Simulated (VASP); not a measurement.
# Al15CrN16 (a cell with a defect) in VASP: notebook, part 2 of 3

VASP 6.6.1. The steps go on from the part before.

## 3. Single point, PBEsol+U, collinear spin, zero start

File INCAR:

```
SYSTEM = Al15CrN16
  PREC = Accurate
  ENCUT = 450
  EDIFF = 1E-5
  ISMEAR = 0
  SIGMA = 0.03
  LREAL = Auto
  LASPH = .TRUE.
  NELM = 120
  ALGO = Normal
  ISIF = 2
  LWAVE = .FALSE.
  LCHARG = .FALSE.
  ISPIN = 2
  MAGMOM = 0 0 0 0 0 0 0 0 0 0 0 0 0 0 0 0 0 0 0 0 0 0 0 0 0 0 0 0 0 0 0 0
  LORBIT = 11
  NUPDOWN = 0
  LMAXMIX = 4
  LDAU = .TRUE.
  LDAUTYPE = 2
  LDAUL = 2 -1 -1
  LDAUU = 5 0 0
  LDAUJ = 0 0 0
  LDAUPRINT = 1
  GGA = PS
  NELECT = 138.0
  ISYM = 0
  KPAR = 4
```

File KPOINTS:

```
Automatic mesh
0
G
  3 3 2
  0 0 0
```

File POSCAR:

```
Al15CrN16                               
1.0
    6.2200008610      0.0000000000      0.0000000000
   -3.1100004305      5.3866787572      0.0000000000
    0.0000000000      0.0000000000      9.9600000000
  Cr              Al              N             
     1    15    16
Direct
     0.3321905102011829    0.1637105495023466    0.0045417066304195
     0.3334763087843919    0.1661712947327917    0.4957877750345173
     0.3309120174643073    0.6639964349081412    0.9992793127608838
     0.3343369147548316    0.6673111089802554    0.5005538640665748
     0.8356097697389083    0.1713413972006480    0.9979603044496955
     0.8335530413315875    0.1665293564262927    0.5006692092258509
     0.8323095378922829    0.6627107826826266    0.9994407517348270
     0.8334510302618960    0.6672008498394192    0.5005795594531783
     0.1675134680574501    0.3334689481234862    0.2513957107011418
     0.1679599627023180    0.3343699010008359    0.7498332733714207
     0.1664242730298323    0.8319747145509598    0.2512590559229949
     0.1663699421969587    0.8325920744706820    0.7507710027581569
     0.6668998507081780    0.3337630524957806    0.2512910995604079
     0.6668243918776746    0.3340062505325274    0.7497396122326638
     0.6672391459046575    0.8340325931497140    0.2481978517293478
     0.6674524289893385    0.8344328571273121    0.7514767012306524
     0.3333659583332735    0.1652795754222669    0.2124120118961614
     0.3333863313397462    0.1661726386694269    0.6877423849647070
     0.3332505688879848    0.6660686370875347    0.1917307659005404
     0.3366355196360801    0.6688043891958740    0.6893348156023105
     0.8344209011815368    0.1681364680695205    0.1907596607625888
     0.8332179948483286    0.1655702236619873    0.6895474088313043
     0.8336583867361608    0.6664292203927028    0.1918006231471384
     0.8323967536039857    0.6684985655842026    0.6893605307963042
     0.1652203333577236    0.3352485089337684    0.4429079534491381
     0.1610314335548350    0.3416613540705012    0.9356691164459463
     0.1647961510552780    0.8290903199131336    0.4427689854729330
     0.1565945606107179    0.8136089538130949    0.9373465132282109
     0.6707969542277058    0.3353069814128259    0.4428777827932553
     0.6811125872322361    0.3416413489897642    0.9357838378189789
     0.6672102868853552    0.8338845462201017    0.4393024176844686
     0.6674916846132557    0.8343731028395003    0.9419984003432971
```

Potentials or basis: VASP PAW PBE potentials, release 64 (Cr_pv, Al, N).

On the command line:

```sh
$ cat potpaw_PBE.64/Cr_pv/POTCAR potpaw_PBE.64/Al/POTCAR potpaw_PBE.64/N/POTCAR > POTCAR
$ mpirun -np 4 vasp_std > vasp.out
```

Run time: 12 min. Hardware: 4 MPI ranks of AMD EPYC 7R13 (Zen 3), shared host; peak memory 0.72 GiB.

Results (log left out):

- Free energy: -239.6876 eV
- Largest force: 0.533 eV/Å
- Net moment: 0.00 μB per cell
- Site moments: Cr +0.02; Al +0.00, -0.00; N -0.00, +0.00, +0.01 μB
- Valence electrons inside the program's atomic spheres: Cr 10.89; Al 0.81, 0.83, 0.82; N 3.85, 3.83, 3.84

Forces on the atoms (eV/Å):
```
Cr  -0.129 -0.126  0.221
Al  -0.018 -0.008  0.018
Al  -0.184  0.033 -0.171
Al   0.005 -0.017  0.021
Al   0.098  0.084 -0.065
Al   0.020 -0.002  0.014
Al   0.187  0.233 -0.142
Al  -0.007  0.006  0.014
Al  -0.064 -0.070 -0.010
Al  -0.066  0.043  0.034
Al  -0.009  0.027  0.005
Al   0.021 -0.070  0.047
Al   0.118 -0.048  0.025
Al   0.086  0.046  0.091
Al   0.003  0.051  0.006
Al  -0.001 -0.021  0.027
N   -0.175 -0.052  0.077
N   -0.008 -0.013  0.060
N    0.038 -0.021  0.000
N   -0.006 -0.009 -0.040
N   -0.006  0.011  0.060
N   -0.008 -0.014 -0.017
N   -0.041 -0.049 -0.009
N    0.010 -0.004 -0.029
N    0.016  0.013  0.000
N   -0.391  0.255  0.072
N    0.003  0.001 -0.003
N    0.144 -0.290  0.009
N   -0.046 -0.008 -0.029
N    0.435  0.065 -0.301
N    0.002 -0.002  0.000
N   -0.025 -0.044  0.017
```

Eigenvalues of the final occupation matrices:
| site | spin | trace | eigenvalues |
| --- | --- | --- | --- |
| site 1 d | 1 | 2.15 | 0.08 0.12 0.14 0.89 0.91 |
| site 1 d | 2 | 2.12 | 0.09 0.10 0.14 0.89 0.91 |

Caveat: the k mesh is coarse (spacing up to 0.39 Å⁻¹), so the values aren't converged; the cell is charged against a uniform background, so pressure and absolute levels hang on convention; the cutoff is under 1.25 times the usual one of these potentials, so pressure, stress and relaxed cells hold a basis-set (Pulay) error; the PAW data sets were made with another functional, which shifts forces and pressure a little; the total moment is fixed, so each spin has its own Fermi level.

## 4. Single point, PBEsol+U, collinear spin, zero start

Changes to INCAR since step 3:

```diff
@@ -21,3 +21,3 @@
   LDAUL = 2 -1 -1
-  LDAUU = 5 0 0
+  LDAUU = 3 0 0
   LDAUJ = 0 0 0
```

File KPOINTS:

```
Automatic mesh
0
G
  4 4 2
  0 0 0
```

POSCAR is that of step 3.

Potentials or basis: VASP PAW PBE potentials, release 64 (Cr_pv, Al, N).

On the command line:

```sh
$ cat potpaw_PBE.64/Cr_pv/POTCAR potpaw_PBE.64/Al/POTCAR potpaw_PBE.64/N/POTCAR > POTCAR
$ mpirun -np 4 vasp_std > vasp.out
```

OUTCAR:

```text
SYSTEM = Al15CrN16
   PREC = Accurate
   ENCUT = 450
   EDIFF = 1E-5
   ISMEAR = 0
   LREAL = Auto
   LASPH = .TRUE.
   NELM = 120
   ISIF = 2
   ISPIN = 2
   LORBIT = 11
   NUPDOWN = 0
   GGA = PS
   NELECT = 138.0
   ISYM = 0

 ion  position               nearest neighbor table
   1  0.332  0.164  0.005-  30 2.00  28 2.00  26 2.00  17 2.07  11 3.04   9 3.05  13 3.05  12 3.09
                             3 3.10   7 3.11   5 3.11  14 3.11  10 3.11   7 3.11   5 3.11   3 3.12
   2  0.333  0.166  0.496-  27 1.89  25 1.89  29 1.89  18 1.91   9 3.02  13 3.03  11 3.03  14 3.10
                            10 3.10   4 3.11   8 3.11   6 3.11   6 3.11  12 3.11   8 3.11   4 3.11
   3  0.331  0.664  0.999-  26 1.85  28 1.85  32 1.90  19 1.92  10 3.05  12 3.06  16 3.06  15 3.07
                             5 3.07   9 3.08  11 3.08   7 3.10   1 3.10   1 3.12   7 3.12   5 3.15
   4  0.334  0.667  0.501-  27 1.88  25 1.88  20 1.88  31 1.89  11 3.06  10 3.06   9 3.06  12 3.07
                            16 3.08  15 3.09   8 3.10   6 3.11   2 3.11   2 3.11   6 3.11   8 3.12
   5  0.836  0.171  0.998-  30 1.86  26 1.86  32 1.90  21 1.92  14 3.05  10 3.05  16 3.05   7 3.07
                             3 3.07  15 3.08  13 3.09   9 3.09   1 3.11   1 3.11   3 3.15   7 3.15
   6  0.834  0.167  0.501-  29 1.88  25 1.88  22 1.88  31 1.89  14 3.07   9 3.07  10 3.07  13 3.07
                            16 3.07  15 3.09   4 3.11   8 3.11   2 3.11   2 3.11   8 3.11   4 3.11
   7  0.832  0.663  0.999-  30 1.84  28 1.85  32 1.90  23 1.92  14 3.05  12 3.06  16 3.06   5 3.07
                            15 3.07  13 3.07  11 3.09   3 3.10   1 3.11   1 3.11   3 3.12   5 3.15
   8  0.833  0.667  0.501-  27 1.88  29 1.88  24 1.88  31 1.89  14 3.06  11 3.06  13 3.06  12 3.07
                            16 3.08  15 3.09   4 3.10   6 3.11   2 3.11   2 3.11   6 3.11   4 3.12
   9  0.168  0.333  0.251-  17 1.84  19 1.89  21 1.89  25 1.91   2 3.02   1 3.05   4 3.06   6 3.07
[... 17 lines left out ...]
  19  0.333  0.666  0.192-  15 1.88   9 1.89  11 1.89   3 1.92
  20  0.337  0.669  0.689-   4 1.88  16 1.89  10 1.90  12 1.90
  21  0.834  0.168  0.191-  15 1.89  13 1.89   9 1.89   5 1.92
  22  0.833  0.166  0.690-   6 1.88  16 1.89  10 1.90  14 1.90
[... 8 lines left out ...]
  31  0.667  0.834  0.439-   6 1.89   4 1.89   8 1.89  15 1.90
  32  0.667  0.834  0.942-  16 1.90   5 1.90   3 1.90   7 1.90

IMPORTANT INFORMATION: All symmetrisations will be switched off!
NOSYMM: (Re-)initialisation of all symmetry stuff for point group C_1.

----------------------------------------------------------------------------------------

                                     Primitive cell

  volume of cell :     333.7113

  direct lattice vectors                    reciprocal lattice vectors
     6.220000861  0.000000000  0.000000000     0.160771682  0.092821574  0.000000000
    -3.110000430  5.386678757  0.000000000     0.000000000  0.185643148  0.000000000
     0.000000000  0.000000000  9.960000000     0.000000000  0.000000000  0.100401606

  length of vectors
     6.220000861  6.220000861  9.960000000     0.185643148  0.185643148  0.100401606

  position of ions in fractional coordinates (direct lattice)
     0.332190510  0.163710550  0.004541707
     0.333476309  0.166171295  0.495787775
     0.330912017  0.663996435  0.999279313
     0.334336915  0.667311109  0.500553864
     0.835609770  0.171341397  0.997960304
     0.833553041  0.166529356  0.500669209
[... 24 lines left out ...]
     0.667210287  0.833884546  0.439302418
     0.667491685  0.834373103  0.941998400

  ion indices of the primitive-cell ions
   primitive index   ion index
                 1           1
                 2           2
                 3           3
                 4           4
                 5           5
                 6           6
[... 24 lines left out ...]
                31          31
                32          32

[... 139 lines left out ...]
  o =  0.8578  v =  0.0566  0.7940 -0.0051  0.6051 -0.0125  0.0000  0.0000  0.0000  0.0000  0.0000      0.0000  0.0000  0.0000  0.0000  0.0000  0.0000  0.0000  0.0000  0.0000  0.0000
  o =  0.8604  v = -0.4016  0.5620 -0.0219 -0.6961  0.1946  0.0000  0.0000  0.0000  0.0000  0.0000      0.0000  0.0000  0.0000  0.0000  0.0000  0.0000  0.0000  0.0000  0.0000  0.0000
  o =  0.8613  v =  0.0000  0.0000  0.0000  0.0000  0.0000  0.4026 -0.4124  0.0542  0.7871 -0.2129      0.0000  0.0000  0.0000  0.0000  0.0000  0.0000  0.0000  0.0000  0.0000  0.0000
  o =  0.8882  v =  0.0000  0.0000  0.0000  0.0000  0.0000 -0.4372 -0.4057  0.0044 -0.1995 -0.7774      0.0000  0.0000  0.0000  0.0000  0.0000  0.0000  0.0000  0.0000  0.0000  0.0000

 number of electron     137.9999988 magnetization       0.0000001

 Free energy of the ion-electron system (eV)
  ---------------------------------------------------
  ext. energy  EPLUGINS =         0.00000000
  ---------------------------------------------------
  free energy    TOTEN  =      -240.38774623 eV

  energy without entropy =     -240.38774623  energy(sigma->0) =     -240.38774623

 E-fermi :   9.3392     XC(G=0): -11.2289

 val. band max:        9.2332038742   @ k =   0.0000   0.5000   0.5000
 cond. band min:      10.1973195759   @ k =   0.0000   0.0000   0.0000
 fundamental gap:      0.9641157017
 Fermi energy:         9.4912577198

 spin component 1

 k-point     1 :       0.0000    0.0000    0.0000
  band No.  band energies     occupation
      1     -33.3545      1.00000
      2     -33.3341      1.00000
      3     -32.7059      1.00000
      4      -9.1757      1.00000
      5      -8.2927      1.00000
      6      -8.1131      1.00000
[... 1669 lines left out ...]
     80      12.6101      0.00000
     81      12.9370      0.00000
 Fermi energy:         9.3391504348

 spin component 2

 k-point     1 :       0.0000    0.0000    0.0000
  band No.  band energies     occupation
      1     -33.5314      1.00000
      2     -33.3788      1.00000
      3     -32.5996      1.00000
      4      -9.1742      1.00000
      5      -8.2904      1.00000
      6      -8.1155      1.00000
[... 1669 lines left out ...]
     80      12.7047      0.00000
     81      12.9839      0.00000
 [bands above 81 left out]

------------------------ aborting loop because EDIFF is reached ----------------------------------------

  FORCE on cell =-STRESS in cart. coord.  units (eV):
  Direction    XX          YY          ZZ          XY          YZ          ZX
  --------------------------------------------------------------------------------------
  -------------------------------------------------------------------------------------
  Total       15.1035910     16.1979431     14.7484122      0.4624392     -0.3539162      0.6593114
  in kB       72.5136788     77.7677604     70.8084342      2.2202117     -1.6991830      3.1654126
  external PRESSURE =      73.6966245 kB  Pullay stress =       0.0000000 kB

 VOLUME and BASIS-vectors are now :
 -----------------------------------------------------------------------------
  energy-cutoff  :      450.00
  volume of cell :      333.71
      direct lattice vectors                 reciprocal lattice vectors
     6.220000861  0.000000000  0.000000000     0.160771682  0.092821574  0.000000000
    -3.110000430  5.386678757  0.000000000     0.000000000  0.185643148  0.000000000
     0.000000000  0.000000000  9.960000000     0.000000000  0.000000000  0.100401606

 POSITION                                       TOTAL-FORCE (eV/Angst)
 -----------------------------------------------------------------------------------
      1.55709      0.88186      0.04524         0.130042     -0.077879     -0.136555
      1.55743      0.89511      4.93805        -0.000364      0.004506     -0.038083
     -0.00676      3.57674      9.95282        -0.012147     -0.097736      0.037477
      0.00424      3.59459      4.98552         0.007290     -0.015339     -0.028021
      4.66462      0.92296      9.93968         0.217658      0.072010      0.098984
      4.66679      0.89704      4.98667         0.005072      0.004681     -0.029320
[... 24 lines left out ...]
      1.55667      4.49187      4.37545         0.004753     -0.003982      0.044456
      1.55690      4.49450      9.38230        -0.042125     -0.025144     -0.009842
 -----------------------------------------------------------------------------------
    total drift:                               -0.000323      0.009848     -0.035528

  FREE ENERGIE OF THE ION-ELECTRON SYSTEM (eV)
  ---------------------------------------------------
  free  energy   TOTEN  =      -240.3877462287 eV

  energy  without entropy=     -240.3877462287  energy(sigma->0) =     -240.38774623

 total charge

# of ion       s       p       d       tot
------------------------------------------
    1        0.320   6.305   4.310  10.934
    2        0.370   0.442   0.000   0.812
    3        0.376   0.459   0.000   0.835
    4        0.375   0.456   0.000   0.831
    5        0.375   0.455   0.000   0.830
    6        0.375   0.457   0.000   0.831
[... 24 lines left out ...]
   31        1.224   2.619   0.000   3.843
   32        1.224   2.613   0.000   3.837
--------------------------------------------------
tot         25.534  55.020   4.310  84.865

 magnetization (x)

# of ion       s       p       d       tot
------------------------------------------
    1       -0.004   0.004  -0.039  -0.038
    2       -0.000   0.000   0.000   0.000
    3       -0.002  -0.002   0.000  -0.004
    4        0.000   0.000   0.000   0.000
    5       -0.002  -0.002   0.000  -0.004
    6        0.000   0.000   0.000   0.000
[... 24 lines left out ...]
   31       -0.000  -0.000   0.000  -0.000
   32        0.000   0.001   0.000   0.001
--------------------------------------------------
tot         -0.006   0.002  -0.039  -0.043
```

Wall time 28 min (4 MPI ranks of AMD EPYC 7R13 (Zen 3), shared host); peak memory 0.9 GiB.

What came out:

```yaml
Free_energy: -240.3877 eV
Largest_force: 0.334 eV/Å
Net_moment: 0.00 μB per cell
Site_moments: Cr -0.04; Al +0.00, -0.00; N +0.01, +0.00, -0.00, -0.02 μB
Valence_electrons_inside_the_program's_atomic_spheres: Cr 10.93; Al 0.81, 0.83, 0.84, 0.82; N 3.85, 3.83, 3.84
```

Forces on the atoms (eV/Å):
```
Cr   0.130 -0.078 -0.137
Al   0.000  0.005 -0.038
Al  -0.012 -0.098  0.037
Al   0.007 -0.015 -0.028
Al   0.218  0.072  0.099
Al   0.005  0.005 -0.029
Al   0.119  0.184  0.029
Al  -0.011 -0.008 -0.036
Al   0.071 -0.135 -0.259
Al  -0.056  0.001 -0.036
Al   0.006  0.105 -0.053
Al   0.008 -0.021 -0.030
Al   0.002 -0.119 -0.064
Al   0.048  0.005 -0.052
Al   0.001  0.048  0.015
Al  -0.004 -0.006  0.009
N    0.049  0.008 -0.103
N   -0.003 -0.008  0.158
N    0.017  0.004 -0.050
N   -0.025 -0.003  0.025
N   -0.026  0.009  0.013
N   -0.026 -0.008  0.021
N   -0.025 -0.045 -0.029
N    0.015 -0.010  0.034
N    0.010  0.013  0.054
N   -0.089 -0.103  0.050
N   -0.006  0.019  0.035
N   -0.205  0.248  0.088
N   -0.027  0.011  0.049
N   -0.151 -0.049  0.194
N    0.005 -0.004  0.044
N   -0.042 -0.025 -0.010
```

Eigenvalues of the final occupation matrices:
```tsv
site	spin	trace	eigenvalues
site 1 d	1	2.15	0.12 0.14 0.17 0.86 0.86
site 1 d	2	2.19	0.13 0.14 0.17 0.86 0.89
```

Caveat: the cell is charged against a uniform background, so pressure and absolute levels hang on convention; the cutoff is under 1.25 times the usual one of these potentials, so pressure, stress and relaxed cells hold a basis-set (Pulay) error; the PAW data sets were made with another functional, which shifts forces and pressure a little; the total moment is fixed, so each spin has its own Fermi level. The state reached can hang on the start; a lower one may exist.

[end of part 2 of 3]
